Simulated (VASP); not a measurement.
Consider the following.

```
PbF2
1.0
    0.00000     2.81869     2.81869
    2.81869     0.00000     2.81869
    2.81869     2.81869     0.00000
Pb F
1 2
Cartesian
  0.00000   0.00000   0.00000
  1.40934   1.40934   1.40934
  4.22803   4.22803   4.22803
```

The numbers are results of LDA (Ceperley-Alder, Perdew-Zunger), VASP's LDA PAW potentials (set 64) (plane waves; VASP), not measurements. Numerical set-up: 620 eV cut-off, 7×7×7 Γ-centred mesh, Gaussian smearing of 0.050 eV, potentials Pb_d F.

Energy and stress use the plane-wave basis of the starting cell.

Task: The ions, cell shape and volume at an external pressure of 20.0 GPa are relaxed. Give the cell that the relaxation ends in.

Result: 
```
PbF2
1.0
    0.00000     2.75939     2.75939
    2.75939     0.00000     2.75939
    2.75939     2.75939     0.00000
Pb F
1 2
Cartesian
  0.00000   0.00000   0.00000
  1.37969   1.37969   1.37969
  4.13908   4.13908   4.13908
```
Space group Fm-3m (225), at a tolerance of 0.03 Å.

Task: How do energy and volume change from the first to the last step?

Result: The energy (σ→0) changes by +84.3 meV/atom and the volume by -6.2 %, in 3 ionic steps.

The compound is PbF2 in the fluorite structure, the β form. This run relaxes it under an external pressure of 20 GPa. Symmetry was kept, so distortions that lower it aren't found.
